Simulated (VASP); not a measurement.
Method: PBE GGA, VASP's PBE PAW potentials (set 64) (plane waves; VASP).

The input files of a VASP run:

### KPOINTS
```
Automatic mesh
0
gamma
16 16 9
```

### INCAR
```
! general
SYSTEM = Be
PREC   = Accurate
ENCUT  = 520   ! plane-wave cut-off (eV)
LREAL  = F   ! projection in real space or not
LASPH  = T   ! aspherical one-centre terms

! electronic loop
EDIFF  = 1E-6
NELM   = 100
ALGO   = Normal

! smearing
ISMEAR = 1   ! Methfessel-Paxton
SIGMA  = 0.1

! functional
GGA    = PE   ! PBE

! ions
IBRION = 2   ! conjugate gradients
NSW    = 60
ISIF   = 3
EDIFFG = -0.01   ! ionic stop

! output
LWAVE  = F
LCHARG = F
```

POSCAR:
```
Be
1
    1.1450000000    -1.9831980000     0.0000000000
    1.1450000000     1.9831980000     0.0000000000
    0.0000000000     0.0000000000     3.5800000000
Be
2
Direct
  0.3333330000   0.6666670000   0.2500000000
  0.6666670000   0.3333330000   0.7500000000
```

POTCAR, in this order: Be (PBE.64 set). Program: vasp_std.

The run wrote:

### OSZICAR
```
       N       E                     dE             d eps       ncg     rms          rms(c)
DAV:   1    -0.218292329561E+01   -0.21829E+01   -0.17864E+03  1824   0.546E+02
DAV:   2    -0.756028004246E+01   -0.53774E+01   -0.50148E+01  2742   0.639E+01
DAV:   3    -0.759421177938E+01   -0.33932E-01   -0.33929E-01  2364   0.483E+00
DAV:   4    -0.759425064991E+01   -0.38871E-04   -0.38870E-04  2700   0.154E-01
DAV:   5    -0.759425069236E+01   -0.42449E-07   -0.42592E-07  2334   0.261E-03    0.119E+00
DAV:   6    -0.755168079511E+01    0.42570E-01   -0.54565E-03  2136   0.107E+00    0.726E-01
DAV:   7    -0.753428279484E+01    0.17398E-01   -0.61812E-03  2100   0.112E+00    0.257E-02
DAV:   8    -0.753426154903E+01    0.21246E-04   -0.13219E-05  2646   0.448E-02    0.883E-03
DAV:   9    -0.753426073039E+01    0.81864E-06   -0.25891E-06  2298   0.203E-02
   1 F= -.75342607E+01 E0= -.75342149E+01  d E =-.753426E+01
       N       E                     dE             d eps       ncg     rms          rms(c)
DAV:   1    -0.753838102225E+01   -0.41195E-02   -0.14436E-02  2148   0.149E+00    0.480E-02
DAV:   2    -0.753834365013E+01    0.37372E-04   -0.21675E-05  2634   0.570E-02    0.302E-02
DAV:   3    -0.753833096389E+01    0.12686E-04   -0.15157E-05  1968   0.681E-02    0.132E-03
DAV:   4    -0.753833054618E+01    0.41771E-06   -0.62676E-08  1818   0.374E-03
   2 F= -.75383305E+01 E0= -.75382740E+01  d E =-.406982E-02
       N       E                     dE             d eps       ncg     rms          rms(c)
DAV:   1    -0.753842113275E+01   -0.90169E-04   -0.38808E-04  2166   0.243E-01    0.799E-03
DAV:   2    -0.753842103767E+01    0.95079E-07   -0.59470E-07  2574   0.948E-03
   3 F= -.75384210E+01 E0= -.75383624E+01  d E =-.416031E-02
       N       E                     dE             d eps       ncg     rms          rms(c)
DAV:   1    -0.753842124515E+01   -0.11240E-06   -0.10237E-05  2064   0.450E-02    0.113E-03
DAV:   2    -0.753842137717E+01   -0.13203E-06   -0.94883E-09  1140   0.105E-03
   4 F= -.75384214E+01 E0= -.75383623E+01  d E =-.416065E-02
       N       E                     dE             d eps       ncg     rms          rms(c)
DAV:   1    -0.753843872465E+01   -0.17480E-04   -0.18425E-04  2256   0.912E-02    0.496E-03
DAV:   2    -0.753843848173E+01    0.24292E-06   -0.81589E-07  2124   0.840E-03
   5 F= -.75384385E+01 E0= -.75383747E+01  d E =-.171046E-04
```

### OUTCAR
```
------------------------ aborting loop because EDIFF is reached ----------------------------------------
  FORCE on cell =-STRESS in cart. coord.  units (eV):
  Direction    XX          YY          ZZ          XY          YZ          ZX
  --------------------------------------------------------------------------------------
  Total        0.0044847      0.0044847      0.0067720      0.0000000      0.0000000      0.0000000
  in kB        0.4537915      0.4537914      0.6852336      0.0000000      0.0000000      0.0000000
  external PRESSURE =       0.5309388 kB  Pullay stress =       0.0000000 kB
  volume of cell :       15.83
      direct lattice vectors                 reciprocal lattice vectors
     1.133461388 -1.963212542  0.000000000     0.441126628 -0.254684599 -0.000000000
     1.133461388  1.963212542 -0.000000000     0.441126628  0.254684599 -0.000000000
     0.000000000  0.000000000  3.557828656    -0.000000000  0.000000000  0.281070309
 POSITION                                       TOTAL-FORCE (eV/Angst)
 -----------------------------------------------------------------------------------
      1.13346      0.65441      0.88946         0.000000      0.000000      0.000000
      1.13346     -0.65441      2.66837        -0.000000     -0.000000      0.000000
 -----------------------------------------------------------------------------------
    total drift:                                0.000000     -0.000003      0.000005
  FREE ENERGIE OF THE ION-ELECTRON SYSTEM (eV)
  ---------------------------------------------------
  free  energy   TOTEN  =        -7.5384384817 eV

  energy  without entropy=       -7.5382472674  energy(sigma->0) =       -7.53837474

 reached required accuracy - stopping structural energy minimisation
```
(Selected blocks of OUTCAR.)

**CONTCAR**
```
Be
   1.00000000000000
     1.1334613875020747   -1.9632125421831648    0.0000000000000000
     1.1334613875020747    1.9632125421831648   -0.0000000000000000
     0.0000000000000000    0.0000000000000000    3.5578286555153147
  Be
     2
Direct
     0.3333330000000032    0.6666669999999968    0.2500000000000000
     0.6666669999999968    0.3333330000000032    0.7500000000000000
```

Energy and stress use the plane-wave basis of the starting cell.

The compound is Be in the hcp structure. This run relaxes it. Symmetry was kept, so distortions that lower it aren't found.
